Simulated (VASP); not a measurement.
# What goes wrong when the modes of NbP are computed with a bad input, part 2 of 3

Aim: see how common mistakes in a phonon run show up, on NbP. The starting structure is a computed structure from the Materials Project.

VASP 6.6.1.

## Step 2: Reference modes (continued)

Level of this step: LDA; plane waves and PAW (Nb_sv, P) (VASP).

Parts of OUTCAR (step 2):

```text
ion  position               nearest neighbor table
   1  0.250  0.250  0.500-   4 2.50   4 2.50   3 2.51   3 2.51   3 2.51   3 2.51
   2  0.500  0.500  1.000-   3 2.50   3 2.50   4 2.51   4 2.51   4 2.51   4 2.51
   3  0.832  0.668  0.335-   2 2.50   2 2.50   1 2.51   1 2.51   1 2.51   1 2.51
   4  0.082  0.918  0.835-   1 2.50   1 2.50   2 2.51   2 2.51   2 2.51   2 2.51

  LATTYP: Found a body centered tetragonal cell.
 ALAT       =     3.3011838697
 C/A-ratio  =     3.4035546085

 Subroutine GETGRP returns: Found  8 space group operations
 (whereof  4 operations were pure point group operations)

The static configuration has the point symmetry C_2v.
 The point group associated with its full space group is C_4v.

 Found    102 irreducible k-points:

   k-points           NKPTS =    102   k-points in BZ     NKDIM =    102   number of bands    NBANDS=     24

   dimension x,y,z NGX =    24 NGY =   24 NGZ =   42
   dimension x,y,z NGXF=    48 NGYF=   48 NGZF=   84

   ENCUT  =  450.0 eV  33.07 Ry    5.75 a.u.   5.71  5.71 10.52*2*pi/ulx,y,z

   NELECT =      36.0000    total number of electrons

 k-points in reciprocal lattice and weights: Automatic mesh
   0.00000000  0.00000000  0.00000000       0.001
   0.10000000  0.00000000 -0.00000000       0.008
   0.20000000  0.00000000 -0.00000000       0.008
   0.30000000  0.00000000  0.00000000       0.008
   0.40000000  0.00000000 -0.00000000       0.008
   0.50000000  0.00000000 -0.00000000       0.004
   0.10000000  0.10000000  0.00000000       0.004
   0.20000000  0.10000000 -0.00000000       0.016
   0.30000000  0.10000000  0.00000000       0.016
[...]
-0.10000000  0.10000000  0.40000000       0.004
   0.00000000  0.00000000  0.50000000       0.001

 average (electrostatic) potential at core
       1 -77.1546       2 -77.1546       3 -78.2941       4 -78.2941

  Total        0.0035388      0.0035388     -0.0049319     -0.0000000     -0.0000000      0.0000000
  in kB        0.0926106      0.0926106     -0.1290662     -0.0000000     -0.0000000      0.0000000
  external PRESSURE =       0.0187184 kB  Pullay stress =       0.0000000 kB

  energy-cutoff  :      450.00
  volume of cell :       61.22
      direct lattice vectors                 reciprocal lattice vectors
     0.000000000 -3.301183870  0.000000000     0.000000000 -0.302921630  0.089001548
    -3.301183870  0.000000000  0.000000000    -0.302921630  0.000000000 -0.089001548
     1.650591935 -1.650591935 -5.617879787     0.000000000  0.000000000 -0.178003097

 POSITION                                       TOTAL-FORCE (eV/Angst)
 -----------------------------------------------------------------------------------
      0.00000     -1.65059     -2.80727        -0.000000      0.000000      0.000974
      0.00000     -3.30118     -5.61621        -0.000000      0.000000      0.000974
     -1.65059     -3.30118     -1.88222         0.000000     -0.000000     -0.000974
     -1.65059     -1.65059     -4.69116         0.000000     -0.000000     -0.000974
 -----------------------------------------------------------------------------------
    total drift:                               -0.000001      0.000001     -0.000169

 Eigenvectors and eigenvalues of the dynamical matrix
 ----------------------------------------------------

   1 f  =   11.853639 THz    74.478613 2PiTHz  395.394853 cm-1    49.022692 meV
             X         Y         Z           dx          dy          dz
      0.000000 -1.650592 -2.807266    -0.000000    0.000000   -0.014463
      0.000000 -3.301184 -5.616206     0.000000   -0.000000    0.014463
     -1.650592 -3.301184 -1.882219     0.000000   -0.000000   -0.706959
     -1.650592 -1.650592 -4.691159    -0.000000    0.000000    0.706959

   2 f  =   11.463682 THz    72.028441 2PiTHz  382.387287 cm-1    47.409960 meV
             X         Y         Z           dx          dy          dz
      0.000000 -1.650592 -2.807266    -0.000000    0.000000    0.354046
      0.000000 -3.301184 -5.616206    -0.000000    0.000000    0.354046
     -1.650592 -3.301184 -1.882219     0.000000   -0.000000   -0.612088
     -1.650592 -1.650592 -4.691159     0.000000   -0.000000   -0.612088

   3 f  =   10.807569 THz    67.905962 2PiTHz  360.501713 cm-1    44.696496 meV
             X         Y         Z           dx          dy          dz
      0.000000 -1.650592 -2.807266    -0.012288    0.346670   -0.000000
      0.000000 -3.301184 -5.616206    -0.029610    0.143871   -0.000000
     -1.650592 -3.301184 -1.882219    -0.006121   -0.920186    0.000000
     -1.650592 -1.650592 -4.691159     0.078595    0.071665    0.000000

   4 f  =   10.807569 THz    67.905962 2PiTHz  360.501713 cm-1    44.696496 meV
             X         Y         Z           dx          dy          dz
      0.000000 -1.650592 -2.807266     0.143871    0.029610    0.000000
      0.000000 -3.301184 -5.616206     0.346670    0.012288    0.000000
     -1.650592 -3.301184 -1.882219     0.071665   -0.078595   -0.000000
     -1.650592 -1.650592 -4.691159    -0.920186    0.006121   -0.000000

   5 f  =   10.109334 THz    63.518820 2PiTHz  337.211092 cm-1    41.808828 meV
             X         Y         Z           dx          dy          dz
      0.000000 -1.650592 -2.807266     0.005551    0.063856    0.000000
      0.000000 -3.301184 -5.616206    -0.000647   -0.548134    0.000000
     -1.650592 -3.301184 -1.882219    -0.008445    0.003300   -0.000000
     -1.650592 -1.650592 -4.691159    -0.000033    0.833881   -0.000000

   6 f  =   10.109334 THz    63.518820 2PiTHz  337.211092 cm-1    41.808828 meV
             X         Y         Z           dx          dy          dz
      0.000000 -1.650592 -2.807266    -0.548134    0.000647   -0.000000
      0.000000 -3.301184 -5.616206     0.063856   -0.005551   -0.000000
     -1.650592 -3.301184 -1.882219     0.833881    0.000033    0.000000
     -1.650592 -1.650592 -4.691159     0.003300    0.008445    0.000000

   7 f  =    7.687970 THz    48.304941 2PiTHz  256.443082 cm-1    31.794876 meV
             X         Y         Z           dx          dy          dz
      0.000000 -1.650592 -2.807266    -0.000000    0.000000    0.706959
      0.000000 -3.301184 -5.616206     0.000000   -0.000000   -0.706959
     -1.650592 -3.301184 -1.882219    -0.000000    0.000000   -0.014463
     -1.650592 -1.650592 -4.691159     0.000000   -0.000000    0.014463

   8 f  =    5.660058 THz    35.563196 2PiTHz  188.799228 cm-1    23.408110 meV
             X         Y         Z           dx          dy          dz
      0.000000 -1.650592 -2.807266    -0.158647    0.676288   -0.000000
      0.000000 -3.301184 -5.616206     0.202707   -0.529291    0.000000
     -1.650592 -3.301184 -1.882219    -0.119973    0.140857   -0.000000
     -1.650592 -1.650592 -4.691159     0.042220   -0.400263    0.000000

   9 f  =    5.660058 THz    35.563196 2PiTHz  188.799228 cm-1    23.408110 meV
             X         Y         Z           dx          dy          dz
      0.000000 -1.650592 -2.807266    -0.529291   -0.202707   -0.000000
      0.000000 -3.301184 -5.616206     0.676288    0.158647    0.000000
     -1.650592 -3.301184 -1.882219    -0.400263   -0.042220   -0.000000
     -1.650592 -1.650592 -4.691159     0.140857    0.119973    0.000000

  10 f/i=    0.008894 THz     0.055884 2PiTHz    0.296680 cm-1     0.036784 meV
             X         Y         Z           dx          dy          dz
      0.000000 -1.650592 -2.807266    -0.000000    0.000000   -0.612088
      0.000000 -3.301184 -5.616206    -0.000000    0.000000   -0.612088
     -1.650592 -3.301184 -1.882219    -0.000000    0.000000   -0.354046
     -1.650592 -1.650592 -4.691159    -0.000000    0.000000   -0.354046

  11 f/i=    0.012204 THz     0.076683 2PiTHz    0.407096 cm-1     0.050473 meV
             X         Y         Z           dx          dy          dz
      0.000000 -1.650592 -2.807266    -0.586688   -0.171428   -0.000000
      0.000000 -3.301184 -5.616206    -0.589086   -0.170730   -0.000000
     -1.650592 -3.301184 -1.882219    -0.339190   -0.098965   -0.000000
     -1.650592 -1.650592 -4.691159    -0.340077   -0.098707   -0.000000

  12 f/i=    0.012204 THz     0.076683 2PiTHz    0.407096 cm-1     0.050473 meV
             X         Y         Z           dx          dy          dz
      0.000000 -1.650592 -2.807266     0.170730   -0.589086   -0.000000
      0.000000 -3.301184 -5.616206     0.171428   -0.586688   -0.000000
     -1.650592 -3.301184 -1.882219     0.098707   -0.340077   -0.000000
     -1.650592 -1.650592 -4.691159     0.098965   -0.339190   -0.000000

 ELASTIC MODULI CONTR FROM IONIC RELAXATION (kBar)
 Direction    XX          YY          ZZ          XY          YZ          ZX
 --------------------------------------------------------------------------------
 XX        -114.1460     34.8727     96.3994      0.0000      0.0000      0.0000
 YY          34.8727   -114.1460     96.3994      0.0000     -0.0000     -0.0000
 ZZ          96.3994     96.3994   -234.4505      0.0000     -0.0000      0.0000
 XY           0.0000      0.0000      0.0000     -0.0000      0.0000     -0.0000
 YZ           0.0000     -0.0000     -0.0000      0.0000   -609.3096     -0.0000
 ZX           0.0000     -0.0000      0.0000     -0.0000     -0.0000   -591.4063
 --------------------------------------------------------------------------------
```

The log as kept lacks single lines of electronic cycles.

Energies printed during the response cycles are not total energies of the cell.

Reference: the zone-centre modes are B1 (2) 395.4, A1 382.4, E (3) 360.5, E (2) 337.2, B1 (1) 256.4, E (1) 188.8 cm⁻¹.

## Step 3: Modes with finite displacements, else as the reference

Against step 2 the input has IBRION = 6, NFREE = 2 and POTIM = 0.015 (also changed: NSW).

Input file INCAR:

```
SYSTEM = NbP
PREC = Accurate
ENCUT = 450
EDIFF = 1E-08
NELM = 100
ISMEAR = 0
SIGMA = 0.05
LREAL = .FALSE.
ALGO = Normal
GGA = CA
NBANDS = 24
LASPH = .TRUE.
LORBIT = 11
LWAVE = .FALSE.
LCHARG = .FALSE.
KPAR = 8
IBRION = 6
NFREE = 2
POTIM = 0.015
NSW = 1
ISIF = 2
```

Input file POSCAR:

```
NbP
1.0
    0.0000000000     -3.3011838697      0.0000000000
   -3.3011838697      0.0000000000      0.0000000000
    1.6505919349     -1.6505919349     -5.6178797866
Nb P
2 2
Direct
    0.2501489435      0.2498510565      0.4997021131
    0.5001489435      0.4998510565      0.9997021131
    0.8324796265      0.6675203735      0.3350407469
    0.0824796265      0.9175203735      0.8350407469
```

Input file KPOINTS:

```
Automatic mesh
0
Gamma
10 10 10
0 0 0
```

PAW data sets: Nb_sv and P (LDA family, release 64).

Run with:

```
$ mpirun -np 8 vasp_std
```

The log of the run:

```text
[banner, memory and clock lines left out]
running    8 mpi-ranks, on    1 nodes
[...]
[... a notice as in an earlier step ...]

 LDA part: xc-table for (Slater(with rela. corr.)+CA(PZ))
 , standard interpolation
 POSCAR, INCAR and KPOINTS ok, starting setup
[...]
entering main loop
       N       E                     dE             d eps       ncg     rms          rms(c)
[... 14 cycles as in an earlier step ...]
   1 F= -.39030435E+02 E0= -.39029773E+02  d E =-.132420E-02
[... from here on, the cycles between the ionic steps are left out ...]
   2 F= -.39028612E+02 E0= -.39027958E+02  d E =-.130844E-02
   3 F= -.39028612E+02 E0= -.39027958E+02  d E =-.130844E-02
   4 F= -.39029160E+02 E0= -.39028548E+02  d E =-.122389E-02
   5 F= -.39029161E+02 E0= -.39028549E+02  d E =-.122389E-02
   6 F= -.39028498E+02 E0= -.39027854E+02  d E =-.128726E-02
   7 F= -.39028452E+02 E0= -.39027804E+02  d E =-.129598E-02
   8 F= -.39029338E+02 E0= -.39028682E+02  d E =-.131283E-02
   9 F= -.39029338E+02 E0= -.39028682E+02  d E =-.131283E-02
  10 F= -.39029035E+02 E0= -.39028423E+02  d E =-.122474E-02
  11 F= -.39029035E+02 E0= -.39028423E+02  d E =-.122472E-02
  12 F= -.39028706E+02 E0= -.39028041E+02  d E =-.133010E-02
  13 F= -.39028758E+02 E0= -.39028101E+02  d E =-.131465E-02
 Finite differences progress:
  Degree of freedom:   6/  6
  Displacement:        2/  2
  Total:              12/ 12
```

Wall time 6.2 min (8 MPI ranks of Intel Xeon Platinum 8375C at 2.90GHz (Ice Lake), shared host); peak memory 4.4 GiB.

Parts of OUTCAR (step 3):

```text
  Total        0.1072808     -0.0005995     -0.1154757      0.0000000     -0.0000000      0.0000000
  in kB        2.8075061     -0.0156887     -3.0219642      0.0000000     -0.0000000      0.0000000
  external PRESSURE =      -0.0767156 kB  Pullay stress =       0.0000000 kB

 POSITION                                       TOTAL-FORCE (eV/Angst)
 -----------------------------------------------------------------------------------
      0.00000     -1.65059     -2.80727         0.000000     -0.000000     -0.089765
      0.00000     -3.30118     -5.61621         0.000000     -0.000000     -0.093097
     -1.65059     -3.30118     -1.89722        -0.000000      0.000000      0.223827
     -1.65059     -1.65059     -4.69116         0.000000     -0.000000     -0.040965
 -----------------------------------------------------------------------------------
    total drift:                               -0.000001      0.000001     -0.000180

  FREE ENERGIE OF THE ION-ELECTRON SYSTEM (eV)
  ---------------------------------------------------
  free  energy   TOTEN  =       -39.0287584471 eV

  energy  without entropy=      -39.0274437954  energy(sigma->0) =      -39.02810112

[... 2 parts as in an earlier step ...]

[... 1 further part left out ...]
[key lines of the parts left out:]
E-fermi :  11.1034
```

The last energy, forces and stress in OUTCAR belong to the last displaced cell, not to that of POSCAR.

With finite displacements, else as the reference the modes are at the top B1 (2) 395.3, A1 382.2 cm⁻¹, at the bottom B1 (1) 255.9, E (1) 188.1 cm⁻¹, with 2 more of the listed ones between; the largest shift is -2.9 cm⁻¹, in E (3), from the reference.

## Step 4: Modes with a k mesh far too coarse

A slip made on purpose: a k mesh far too coarse. Against step 2 the input has a 2×2×2 mesh (also changed: NELM and KPAR).

Input file INCAR:

```
SYSTEM = NbP
PREC = Accurate
ENCUT = 450
EDIFF = 1E-08
NELM = 60
ISMEAR = 0
SIGMA = 0.05
LREAL = .FALSE.
ALGO = Normal
GGA = CA
NBANDS = 24
LASPH = .TRUE.
LORBIT = 11
LWAVE = .FALSE.
LCHARG = .FALSE.
IBRION = 8
ISIF = 2
```

POSCAR is that of step 3.

Input file KPOINTS:

```
Automatic mesh
0
Gamma
2 2 2
0 0 0
```

Run with:

```
$ mpirun -np 8 vasp_std
```

The log of the run:

```text
[banner, memory and clock lines left out]
running    8 mpi-ranks, on    1 nodes
[...]
[... a notice as in an earlier step ...]

 LDA part: xc-table for (Slater(with rela. corr.)+CA(PZ))
 , standard interpolation
 POSCAR, INCAR and KPOINTS ok, starting setup
[...]
entering main loop
       N       E                     dE             d eps       ncg     rms          rms(c)
DAV:   1     0.341355969375E+03    0.34136E+03   -0.17834E+04   192   0.135E+03
DAV:   2    -0.126556820800E+02   -0.35401E+03   -0.34670E+03   248   0.557E+02
DAV:   3    -0.397336471780E+02   -0.27078E+02   -0.26939E+02   368   0.111E+02
DAV:   4    -0.408043165003E+02   -0.10707E+01   -0.10688E+01   264   0.186E+01
[...]
DAV:  15    -0.380320074407E+02   -0.72864E-08   -0.33779E-07   304   0.397E-03    0.163E-03
DAV:  16    -0.380320074228E+02    0.17851E-07   -0.48669E-08   264   0.172E-03    0.436E-04
DAV:  17    -0.380320074214E+02    0.14206E-08   -0.37882E-09   160   0.663E-04
   1 F= -.38032007E+02 E0= -.38018404E+02  d E =-.272067E-01
[...]
RMM:  13    -0.566428160205E-01    0.26915E-06   -0.11459E-07   732   0.499E-04    0.992E-05
RMM:  14    -0.566426910372E-01    0.12498E-06   -0.45505E-08   746   0.289E-04    0.830E-05
RMM:  15    -0.566426971193E-01   -0.60821E-08    0.55009E-08   680   0.190E-04    0.235E-05
 first order change of Fermi-energy  -0.30830E-07
 force on displaced ion       3 direction 2 :   0.000   7.874   0.001
 Linear response progress:
  Degree of freedom:   6/  6
       N       E                     dE             d eps       ncg     rms          rms(c)
RMM:   1    -0.716006810789E-01   -0.71601E-01   -0.57891E-02   591   0.126E+00
RMM:   2    -0.612349335298E-01    0.10366E-01   -0.79293E-03   452   0.448E-01    0.193E-01
RMM:   3    -0.618334243798E-01   -0.59849E-03   -0.25708E-03   420   0.292E-01    0.211E-01
RMM:   4    -0.617514487634E-01    0.81976E-04   -0.86780E-04   402   0.188E-01    0.706E-02
[...]
RMM:  15    -0.619852956780E-01   -0.13739E-07    0.16876E-07   612   0.811E-05    0.140E-05
RMM:  16    -0.619853032998E-01   -0.76219E-08    0.10364E-07   611   0.446E-05    0.735E-06
RMM:  17    -0.619853061028E-01   -0.28030E-08    0.61960E-08   626   0.245E-05    0.376E-06
 first order change of Fermi-energy   0.92449E-01
 force on displaced ion       3 direction 3 :   0.000  -0.000 -14.635
 Linear response finished
```

Wall time 29 s (8 MPI ranks); peak memory 0.92 GiB.

From OUTCAR (step 4):

```text
  Total        0.9121901      0.9121901      3.1318611      0.0000000      0.0000000     -0.0000000
  in kB       23.8717402     23.8717402     81.9598588      0.0000000      0.0000000     -0.0000000
  external PRESSURE =      43.2344464 kB  Pullay stress =       0.0000000 kB

 POSITION                                       TOTAL-FORCE (eV/Angst)
 -----------------------------------------------------------------------------------
      0.00000     -1.65059     -2.80727         0.000000     -0.000000     -0.283281
      0.00000     -3.30118     -5.61621         0.000000     -0.000000     -0.283281
     -1.65059     -3.30118     -1.88222        -0.000000      0.000000      0.283281
     -1.65059     -1.65059     -4.69116        -0.000000      0.000000      0.283281
 -----------------------------------------------------------------------------------
    total drift:                               -0.000000      0.000001     -0.000159

[... 1 part as in an earlier step ...]

[... 1 further part left out ...]
```

With a k mesh far too coarse the modes are at the top B1 (2) 398.2, A1 363.1 cm⁻¹, at the bottom B1 (1) -178.8, E (1) -348.4 cm⁻¹, with 2 more of the listed ones between; E (1), real with the reference, turns imaginary. Imaginary, given as negative numbers: B1 (1) and E (1).

(Part 2 of 3 ends here.)

[Lines on the potential files, build, host, timing and source positions are cut from VASP's logs without a mark.]

[Logs are printed without paths, hosts, clocks, repeated set-up lines and the standing remarks that a program may print on its own settings, such as how far it seeks lower states.]

[Hosts, paths, dates, database ids (printed as entryN), source tags and the programs' standing remarks are cut or masked in the printed files.]
